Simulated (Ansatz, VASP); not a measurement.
# ZrSeBr in two plane-wave programs, part 2 of 2

One calculation is typed for both programs; each brings its own data sets. How far apart do they land? The cell is invented: other elements were put on sites of a known structure type. It may not be a known or stable phase. The cell is taken from a series of VASP runs on this material, whose earlier steps may have relaxed, scaled or displaced it; both programs get it as it stands. Valence electrons are named where the data sets of a main pair hold unlike numbers.

VASP 6.6.1 and Ansatz 0.2.0.

So far: The structure; VASP: band structure, BLYP; Ansatz: band structure, BLYP; Differences.

**5. VASP: electric field gradients, BLYP**

Level of this step: BLYP; plane waves and PAW (Zr_sv, Se, Br); invented cell (VASP).

Field gradients test the density near the nuclei, where the PAW reconstruction matters most.

INCAR reads:

```
SYSTEM = ZrSeBr
PREC = Accurate
ENCUT = 400
EDIFF = 1E-07
NELM = 100
ISMEAR = 0
SIGMA = 0.05
LREAL = .FALSE.
ALGO = Normal
GGA = B5
ALDAX = 1
AGGAX = 1
AGGAC = 1
ALDAC = 0
NBANDS = 18
LORBIT = 11
LWAVE = .FALSE.
LCHARG = .FALSE.
LEFG = .TRUE.
LASPH = .TRUE.
```

POSCAR reads:

```
ZrSeBr
1.0
    5.0760089739      0.0000000000      0.0000000000
   -2.5380044870      4.3959527212      0.0000000000
    0.0000000000      0.0000000000      3.2121108523
Zr Se Br
1 1 1
Direct
    0.0000000000      0.0000000000      0.5000000000
    0.3333333300      0.6666666700      0.0000000000
    0.6666666700      0.3333333300      0.0000000000
```

KPOINTS reads:

```
Automatic mesh
0
Gamma
5 5 7
0 0 0
```

The projector-augmented-wave data sets are Zr_sv, Se and Br (PBE family, release 64).

On the command line:

```console
$ mpirun -np 1 vasp_std
```

Numbers of over 12 decimals in the logs are rounded to 6 here.

Output:

```text
[banner, memory and clock lines left out]
running    1 mpi-ranks, on    1 nodes
[...]
[... a notice as in an earlier step ...]

 LDA part: xc-table for (Slater(with rela. corr.)+VWN5), standard interpolation
 POSCAR, INCAR and KPOINTS ok, starting setup
[...]
entering main loop
       N       E                     dE             d eps       ncg     rms          rms(c)
DAV:   1     0.150531268968E+03    0.15053E+03   -0.10764E+04   720   0.102E+03
DAV:   2    -0.266529364801E+01   -0.15320E+03   -0.14962E+03   968   0.262E+02
DAV:   3    -0.135257082886E+02   -0.10860E+02   -0.10731E+02  1228   0.590E+01
DAV:   4    -0.137865250152E+02   -0.26082E+00   -0.25631E+00   936   0.829E+00
[...]
DAV:  16    -0.117067547474E+02   -0.45899E-06   -0.81729E-07   720   0.459E-03    0.368E-03
DAV:  17    -0.117067543679E+02    0.37953E-06   -0.62109E-07   616   0.314E-03    0.111E-03
DAV:  18    -0.117067543375E+02    0.30414E-07   -0.70183E-08   366   0.129E-03
ion   1
[...]
0.0000000    -0.0000000    -0.0000000    41.1665653     0.0000000     0.0000000
     0.0000499    -0.0000000    -0.0000000    41.1647772     0.0000000     0.0000000
     0.0000687    -0.0000000    -0.0000000    41.1637775     0.0000000     0.0000000
     0.0000946    -0.0000000    -0.0000000    41.1621589     0.0000000     0.0000000
     0.0001302    -0.0000000    -0.0000000    41.1595514     0.0000000     0.0000000

ion   3
     0.0000000    -0.0000000     0.0000000     2.3754146     0.0000000     0.0000000
     0.0000501    -0.0000000     0.0000000     2.3754146     0.0000000     0.0000000
     0.0000689    -0.0000000     0.0000000     2.3754146     0.0000000     0.0000000
     0.0000949    -0.0000000     0.0000000     2.3754146     0.0000000     0.0000000
     0.0001307    -0.0000000     0.0000000     2.3754145     0.0000000     0.0000000

     0.0000000    -0.0000000     0.0000000   117.3741806     0.0000000     0.0000000
     0.0000501    -0.0000000     0.0000000   117.3685017     0.0000000     0.0000000
     0.0000689    -0.0000000     0.0000000   117.3653246     0.0000000     0.0000000
     0.0000949    -0.0000000     0.0000000   117.3601784     0.0000000     0.0000000
     0.0001307    -0.0000000     0.0000000   117.3518833     0.0000000     0.0000000

   1 F= -.11706754E+02 E0= -.11704478E+02  d E =-.455268E-02
```

OUTCAR, selected parts (step 5):

```text
  Total        0.0157201      0.0157201     -0.0074271     -0.0000000     -0.0000000      0.0000000
  in kB        0.3513975      0.3513975     -0.1660203     -0.0000000     -0.0000000      0.0000000
  external PRESSURE =       0.1789249 kB  Pullay stress =       0.0000000 kB

 POSITION                                       TOTAL-FORCE (eV/Angst)
 -----------------------------------------------------------------------------------
      0.00000      0.00000      1.60606        -0.000000     -0.000000      0.000000
     -0.00000      2.93064      0.00000         0.000000      0.000000      0.000000
      2.53800      1.46532      0.00000        -0.000000     -0.000000      0.000000
 -----------------------------------------------------------------------------------
    total drift:                               -0.000007      0.000004     -0.000000

  FREE ENERGIE OF THE ION-ELECTRON SYSTEM (eV)
  ---------------------------------------------------
  free  energy   TOTEN  =       -11.7067543375 eV

  energy  without entropy=      -11.7022016608  energy(sigma->0) =      -11.70447800

[... 1 part as in an earlier step ...]

[... 2 further parts left out ...]
[key lines of the parts left out:]
E-fermi :   6.9913
```

The run ends at a pressure of 0.02 GPa.

**6. Ansatz: electric field gradients, BLYP**

The same cell, functional (in two slightly different forms), mesh and smearing now go to Ansatz, which takes its cutoff from its data sets.

The cell is taken from a series of VASP runs on this material, whose earlier steps may have relaxed, scaled or displaced it; both programs get it as it stands.

input.yaml reads:

```yaml
crystal:
  lattice:
    - [5.0760089739, 0.0, 0.0]
    - [-2.538004487, 4.3959527212, 0.0]
    - [0.0, 0.0, 3.2121108523]
  atoms:
    - { symbol: Zr, position: [0.0, 0.0, 0.5] }
    - { symbol: Se, position: [0.33333333, 0.66666667, 0.0] }
    - { symbol: Br, position: [0.66666667, 0.33333333, 0.0] }
hamiltonian:
  xc: blyp
  pseudopotentials: { kind: paw }
kpoints:
  mp_grid: { grid: [5, 5, 7] }
scf:
  occupations: { method: gaussian, width: 0.05 }
  n_extra_bands: 4
output:
  forces: true
  stress: true
  eigenvalues: true
  efg: {}
```

On the command line:

```console
$ ansatz run input.yaml --threads 2 --pin off --max-ram 4608MiB --backend cpu --events-out ev --progress --plain --runs-dir out
```

Output:

```text
[...]
Zr: output.efg is read without spin–orbit coupling, which moves field gradients at and beside such atoms by some per cent and up to a factor of two; PAW files take it under magnetization.noncollinear and magnetization.spin_orbit
[...]
Crystal: 3 atoms, lattice volume = 71.675 Å³
[...]
--- Band table (eV; the first three rows and the last of 20) ---
  k-point 0: bands = [... 14 lower, 8.4593, 8.6987, 8.9220, 11.7957, 11.9550, 12.4726, 12.4726, 12.5853]
  k-point 1: bands = [... 14 lower, 8.3890, 8.3890, 9.3531, 10.5559, 12.1847, 12.1847, 12.5829, 12.5829]
  k-point 2: bands = [... 14 lower, 8.1982, 8.1982, 8.7323, 11.1341, 11.5331, 11.5331, 12.6649, 12.6649]
  k-point 19: bands = [... 14 lower, 6.8290, 8.4493, 11.0476, 11.2643, 11.4801, 11.6133, 12.0557, 12.2290]
[key lines of the parts left out:]
SCF converged after 6 iterations
Free energy (F): -12471.419781 eV
Fermi energy:    11.084326 eV
P = ⅓ Tr σ = 0.0022 GPa (0.022 kbar)
```

Elapsed: 1.5 s, on 2 threads of Intel Xeon 6975P-C (Granite Rapids), shared host; peak memory 0.48 GiB.

The run ends at a pressure of 0.00 GPa.

**7. Side by side**

What differs besides the data sets and the points named for the pairs above, as far as they apply: Ansatz adds the response of the frozen cores to the gradients, VASP leaves it out; the data sets hold 35 valence electrons in Ansatz (on its default PAW (the set named soft_2) files) and 25 in VASP. Total energies have different zeros and are not compared.

The two programs side by side:

```
         quantity  Ansatz    VASP  difference
   pressure (GPa)    0.00    0.02       -0.02
Vzz at Zr1 (V/Å²)   -65.1   -54.4       -10.8
Vzz at Se2 (V/Å²)   -54.6   -52.3        -2.4
Vzz at Br3 (V/Å²)  -153.4  -148.0        -5.3
```

Ansatz's pressure holds a Pulay correction of 0.02 GPa; VASP's holds none.

**8. Further runs**

Further runs change the set-up of one program: Ansatz's method, potentials or start, or VASP's data sets, cutoff or form of LDA. The table gives Ansatz less VASP for each quantity, since a change that brings one quantity closer may part another.

| run | pressure (GPa) | Vzz at Zr1 (V/Å²) | Vzz at Se2 (V/Å²) | Vzz at Br3 (V/Å²) |
| --- | --- | --- | --- | --- |
| as above | -0.016 | -11 | -2.4 | -5.3 |
| cores kept as stored | 0.0028 | -7.1 | -0.71 | 0.96 |
| Ansatz's larger PAW set (cutoff 800 eV) | -0.017 | -8.8 | -3.2 | -6.3 |

**9. Results**

* r.m.s. difference of levels near the Fermi level (band structure, BLYP): 7.0 meV
* difference in Vzz at Zr1 (electric field gradients, BLYP): -11 V/Å²

**Reading.** The r.m.s. difference of levels near the Fermi level is 7.0 meV (band structure, BLYP), within the 80 meV picked in this series as the mark of a large difference. The data sets hold unlike numbers of valence electrons (35 in Ansatz and 25 in VASP), so part of the differences comes from the potentials. Electric field gradients, BLYP, cores kept as stored: the difference in pressure goes from -0.016 to 0.0028 GPa; the difference in Vzz at Zr1 goes from -11 to -7.1 V/Å²; the difference in Vzz at Se2 goes from -2.4 to -0.71 V/Å²; the difference in Vzz at Br3 goes from -5.3 to 0.96 V/Å². Electric field gradients, BLYP, Ansatz's larger PAW set (cutoff 800 eV): the difference in Vzz at Se2 goes from -2.4 to -3.2 V/Å². 1 further run of this series is not shown here. How closely two codes agree says nothing of how well the functional describes the real material.

[Lines on the potential files, build, host, timing and source positions are cut from VASP's logs without a mark.]

[Logs are printed without paths, hosts, clocks, repeated set-up lines and the standing remarks that a program may print on its own settings, such as how far it seeks lower states.]

[Hosts, paths, dates, database ids (printed as entryN), source tags and the programs' standing remarks are cut or masked in the printed files.]
